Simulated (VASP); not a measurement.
**CdBr: relaxation of cell and atoms with r2SCAN50**

CdBr:

```
Cd Br
1.0
     3.36323    0.00000    0.00000
     0.00000    3.36323    0.00000
     0.00000    0.00000    4.84371
Cd Br
1 1
Cartesian
  0.0000 0.0000 0.0000
  1.6816 1.6816 2.4219
```

The cell was built by a generator and needn't be a form met in nature.

* Program: VASP 6.6.1
* Task: relaxation of cell and atoms
* Functional: r2SCAN50
* Potentials or basis: VASP PAW PBE potentials, release 64 (Cd, Br)
* Cutoff: 600 eV
* k mesh: 4 × 4 × 3
* Occupations: gaussian, width 0.05 eV
* Spin: no spin polarisation
* Grid for exact exchange (PRECFOCK): Fast
* Exchange at q = 0: default
* Further INCAR settings: ALGO = Normal; EDIFF = 1e-06; IBRION = 2; EDIFFG = -0.005; NSW = 40; ISIF = 3

```json
{
  "Relaxed volume": "25.28 Å³/atom",
  "Relaxed cell": "a = 3.534 Å, b = 3.534 Å, c = 4.049 Å, α = 90.00°, β = 90.00°, γ = 90.00°",
  "Space group after relaxing (to 0.05 Å)": "P4/mmm (No. 123)",
  "Energy gained by relaxing": "199.7 meV/atom",
  "Ionic steps": "14",
  "Pressure after relaxing": "0.0 GPa",
  "Band gap on the k mesh": "none (metal or under the smearing width)"
}
```

The path:
```
step  energy change (eV)  largest force (eV/Å)  pressure (GPa)  volume (Å³)
   1              0.0000                0.0000           -2.66        54.79
   2             -0.3133                0.0000           -0.47        50.99
   3             -0.3764                0.0000            0.33        49.72
   4             -0.3552                0.0000            3.74        47.07
   5             -0.3877                0.0000            1.55        48.66
   6             -0.3987                0.0000            0.10        50.36
   7             -0.3989                0.0000           -0.19        50.72
   8             -0.3990                0.0000           -0.12        50.66
   9             -0.3993                0.0000           -0.05        50.60
  10             -0.3993                0.0000            0.05        50.51
  11             -0.3994                0.0000            0.01        50.54
  12             -0.3994                0.0000           -0.02        50.57
  13             -0.3994                0.0000           -0.02        50.57
  14             -0.3994                0.0000            0.00        50.55
```

Final structure:
```
CELL_PARAMETERS angstrom
3.53360 0.00000 0.00000
0.00000 3.53360 0.00000
0.00000 0.00000 4.04872
ATOMIC_POSITIONS crystal
Cd 0.00000 0.00000 0.00000
Br 0.50000 0.50000 0.50000
```

Levels at points of the mesh, in eV from the Fermi level:
| k point | band 7 | band 8 | band 9 | band 10 | band 11 | band 12 | band 13 |
| --- | --- | --- | --- | --- | --- | --- | --- |
| (0.00, 0.00, 0.00) | -6.35 | -5.02 | -5.02 | -4.55 | 6.92 | 7.96 | 10.20 |
| (0.50, 0.00, 0.00) | -9.17 | -5.17 | -4.30 | 2.22 | 2.62 | 6.26 | 8.68 |
| (0.50, 0.50, 0.00) | -7.83 | -7.83 | -5.00 | -1.15 | 6.37 | 6.37 | 8.05 |

Wall time 26 min on 1 thread of Intel(R) Xeon(R) Platinum 8559C (Emerald Rapids), on a shared host, peak memory 0.22 GiB.

Caveat: the k mesh is coarse (spacing up to 0.47 Å⁻¹), so the values aren't converged, least of all with exact exchange; the PAW data sets were made with another functional, which shifts forces and pressure a little; an odd number of electrons without spin polarisation forces a metal; a magnetic or distorted state may lie lower.
